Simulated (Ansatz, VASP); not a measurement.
## SiTe2: VASP beside Ansatz

Wanted: the spread between two codes on one cell, functional and k mesh. The cell is taken from a series of runs on this material, whose earlier steps may have relaxed, scaled, displaced or heated it; both programs get it as it stands.

Main program and level: Ansatz 0.2.0; plane waves, with VASP 6.6.1 beside it; zone-centre phonons at LDA.

### Step 1. Set-up

The cell holds 3 atoms: 1 Si and 2 Te. Its edges and angles: a = 3.495 Å, b = 3.495 Å, c = 31.000 Å, α = 90.0°, β = 90.0°, γ = 120.0°. Vacuum lies along c.

### Step 2. Ansatz: zone-centre phonons, LDA

Ansatz runs on its default PAW (the set named soft_2) files.

Second derivatives magnify differences that forces hide, and they need a tight electronic threshold.

input.yaml reads:

```yaml
crystal:
  lattice:
    - [3.4951620358, 0.0, 0.0]
    - [-1.7475810179, 3.0268991134, 0.0]
    - [0.0, 0.0, 31.0]
  atoms:
    - { symbol: Si, position: [0.3333333333, 0.6666666667, 0.3225806452] }
    - { symbol: Te, position: [0.6666666667, 0.3333333333, 0.3833216943] }
    - { symbol: Te, position: [0.6666666667, 0.3333333333, 0.261839596] }
  periodic: [true, true, false]
kpoints:
  mp_grid: { grid: [12, 12, 1] }
hamiltonian:
  xc: lda
scf:
  occupations: { method: fermi_dirac, width: 0.1 }
output:
  eigenvalues: true
phonons:
  method: dfpt
```

The run is started by

```console
> ansatz run input.yaml --threads 2 --pin off --max-ram 5120MiB --backend cpu --events-out ev --progress --plain --runs-dir out
```

Numbers of over 12 decimals in the logs are rounded to 6 here.

Log:

```text
Warning: crystal.symmetry: narrowed to the stabiliser of the run's FFT grids — unitary ops 12 → 6. A phonons.method: dfpt run fills in the rows of the dynamical matrix that it does not solve by its symmetry operations, which is exact only for operations that map its FFT grids onto themselves: filled in by any other, the frequencies could depend on the order in which like atoms are typed, or, by more than the grids' own error, on where the crystal sits among the grids' points. Excluded: 6 operations. The run can therefore solve more perturbations, solve them on more k-points, or both, and cost more. [rest of the remark cut]
Engine: ansatz 0.2.0, aarch64-unknown-linux-gnu
Pseudopotentials: kind: paw
Pseudopotential: Si, paw, valence charge 4, recommended cutoff 420 eV (normal), Si.paw.azcp
Pseudopotential: Te, paw, valence charge 16, recommended cutoff 420 eV (normal), Te.paw.azcp
Functional definition: SPW92
  exchange = slater_x
  correlation = pw_c
Crystal: 3 atoms, lattice volume = 327.965 Å³
Basis set: ecut = 420 eV, 6373 PW (Γ), exchange–correlation on 48×48×432 points (8 copies of the dense FFT grid, shifted against one another)
Bands: 22, of which v1, the nominal top of the filled ones, is band 18 counted from 1 (17 counted from 0)
Symmetry: 12 space group operations
k-points: 43 of 144 (irreducible under 2 space group operations, time reversal used)
Non-local potential: Si, projectors of the file, l = 0: 2, l = 1: 2, l = 2: 2
Non-local potential: Te, projectors of the file, l = 0: 2, l = 1: 2, l = 2: 2, l = 3: 2
PAW form: soft (Blöchl's): semilocal exchange-correlation on the pseudo side does not see the compensation charge
PAW frozen core: Si, regenerated for the run's functional, and the local potential with it (the file was generated under x = pbe(κ = 0.804, μ = 0.219515), c = pbe(β = 0.066725))
PAW frozen core: Te, regenerated for the run's functional, and the local potential with it (the file was generated under x = pbe(κ = 0.804, μ = 0.219515), c = pbe(β = 0.066725))
PAW one-centre angular grid: Si, 110 points (default); XC on 64 Gauss nodes
PAW one-centre angular grid: Te, 590 points (default); XC on 64 Gauss nodes
Initial density: superposition of atomic densities (neutral atoms: chi_scale 0, normalization atom), corrected by the library's trained network
Initial wavefunctions: pseudopotential atomic-orbital guess
Functional: x = slater, c = lda
SCF iter   1: F=—  HF=-14262.178529 eV  |F-HF|=—  |Δ(HF+E_count)|=         —  Δρ=2.24e-3  dr2=8.96e-3  ethr=1.77e-3  ⟨swp⟩=13.9  Hψ=7522  notcnv=0
preconditioner: auto → LDOS  [metal: Δε(μ)=0.027 eV  Ē_g=8.211 eV  σ=0.100 eV  W_gap=0.07  n_scr=18 (ndim 8)  ℏωp=8.2 eV  f_vac=0.737  D(μ)=1.71/eV (n_scr^D=8)  β→1.0]
SCF iter   2: F=—  HF=-14262.175577 eV  |F-HF|=—  |Δ(HF+E_count)|=   2.95e-3  Δρ=4.63e-4  dr2=8.28e-4  ethr=2.49e-5  ⟨swp⟩=3.3  Hψ=2642  notcnv=0
SCF iter   3: F=—  HF=-14262.175383 eV  |F-HF|=—  |Δ(HF+E_count)|=   1.93e-4  Δρ=2.47e-4  dr2=3.19e-4  ethr=2.30e-6  ⟨swp⟩=3.0  Hψ=2060  notcnv=0
SCF iter   4: F=—  HF=-14262.175291 eV  |F-HF|=—  |Δ(HF+E_count)|=   9.25e-5  Δρ=5.47e-5  dr2=9.46e-6  ethr=8.85e-7  ⟨swp⟩=3.6  Hψ=2264  notcnv=0
SCF iter   5: F=—  HF=-14262.175284 eV  |F-HF|=—  |Δ(HF+E_count)|=   6.82e-6  Δρ=1.26e-5  dr2=8.38e-7  ethr=2.63e-8  ⟨swp⟩=3.0  Hψ=2055  notcnv=0
SCF iter   6: F=—  HF=-14262.175323 eV  |F-HF|=—  |Δ(HF+E_count)|=   3.84e-5  Δρ=3.15e-6  dr2=3.35e-8  ethr=2.33e-9  ⟨swp⟩=3.9  Hψ=2146  notcnv=0
SCF iter   7: F=—  HF=-14262.175323 eV  |F-HF|=—  |Δ(HF+E_count)|=   6.18e-8  Δρ=4.10e-7  dr2=3.92e-10  ethr=9.30e-11  ⟨swp⟩=2.9  Hψ=1898  notcnv=0
SCF iter   8: F=—  HF=-14262.175323 eV  |F-HF|=—  |Δ(HF+E_count)|=   2.96e-9  Δρ=8.54e-8  dr2=3.42e-11  ethr=1.09e-12  ⟨swp⟩=4.2  Hψ=2423  notcnv=0
SCF iter   9: F=-14262.175323 eV  HF=-14262.175323 eV  |F-HF|=0.00e0  |Δ(HF+E_count)|=   1.07e-9  Δρ=1.27e-8  dr2=3.65e-13  ethr=1.00e-12  ⟨swp⟩=13.2  Hψ=6868  notcnv=0
SCF 1 converged in 9 iterations: F = -14262.175323 eV  dr2 = 3.65e-13
  greatest PAW one-centre occupation: 0.999 electrons in one spin orbital (limit 2), on the Te atom at site 1 (counted from 0), in its partial waves of l = 2
DFPT response loops at Γ: preconditioner auto → none (partly filled bands, converged f_vac=0.737); β = 0.50; Broyden in place of MSR1
SCF converged after 9 iterations
Free energy (F): -14262.175323 eV
Harris-Foulkes:  -14262.175323 eV  (|F-HF|=0.00e0)
Internal energy: -14262.120195 eV  (E = F + TS)
E sigma→0 (E₀):  -14262.147759 eV
Entropy (-TS):   -0.055128 eV (-18.376 meV/atom)
Fermi energy:    -4.984625 eV
--- Per-component energies (eV) ---
  E_band       = -998.082437
  E_kinetic    = 404.807282
  E_local      = -64822.320994  (includes V_loc(G=0)·N_el)
  E_nonlocal   = -582.807143
  E_hartree    = 32513.643191
  E_xc         = -303.267133
  E_vxc        = -257.756086  (∫ρ·V_xc dr)
  E_paw        = -9505.461467  (= ΣΔE_a)
  E_vpaw       = -767.291501  (= ΣTr[D̂ρ^β])
  E_aug_tail   = -0.000404  (compensation charges beyond the density's cutoff)
  E_ewald      = 28031.844820
  E_core_change = 1.441653  (= ΣΔE_core)
  E_smearing   = -0.055128  (= −TS)
  E_closure    = -0.000000  (closes the sum)
  Σ components = -14262.175323   (vs F -14262.175323, Δ=0.00e0)
--- Band table (eV; the first three rows and the last of 43) ---
  k-point 0: bands = [... 14 lower, -4.2853, -4.2853, -3.7090, -3.0689, -3.0689, -1.2309, -1.2309, -0.8923]
  k-point 1: bands = [... 14 lower, -5.3934, -4.5641, -3.9073, -3.3366, -3.2629, -1.5821 (-1.5821°), -0.9807, -0.7065]
  k-point 2: bands = [... 14 lower, -7.0563, -5.4920, -5.1433, -3.7223, -3.3025, -2.1875, -0.5920, -0.4181]
  k-point 42: bands = [... 14 lower, -9.1296, -8.9509, -7.3846, -5.9033, -5.0790, -3.2013, -0.9868, -0.3473]
  ° read free of the cell's end (the report's vacuum.weakly_bound_levels)
--- Phonons (Γ-DFPT): 6 representative perturbations + reference, on 43 of 144 k-points (Σ response iterations 22) ---
  ASR residual: 4.355e-5 → 0.000e0 eV/Å²; symmetrization residual: 1.151e-5 eV/Å²
  The last average, over the group as it would stand without the narrowing to the FFT grids, took up to 4.084e-7 eV/Å² of the zone centre's force constants
  ASR residual per site (eV/Å²): 1.59e-5 4.36e-5 4.29e-5
  Γ frequencies (cm⁻¹): 0.00 0.00 0.00 58.58 58.58 125.23 170.48 170.48 183.74
  non-analytic LO–TO correction: not included (Born effective charges unavailable; polar crystals: no LO–TO splitting at Γ)
```

Reading the cycles: dr2 is the Hartree energy of the density residual (eV), the measure of convergence; HF is the Harris–Foulkes estimate of the energy, which meets the free energy F at convergence.

(Part 1 of 2 ends here.)

[Lines on the potential files, build, host, timing and source positions are cut from VASP's logs without a mark.]

[Logs are printed without paths, hosts, clocks, repeated set-up lines and the standing remarks that a program may print on its own settings, such as how far it seeks lower states.]

[Hosts, paths, dates, database ids (printed as entryN), source tags and the programs' standing remarks are cut or masked in the printed files.]
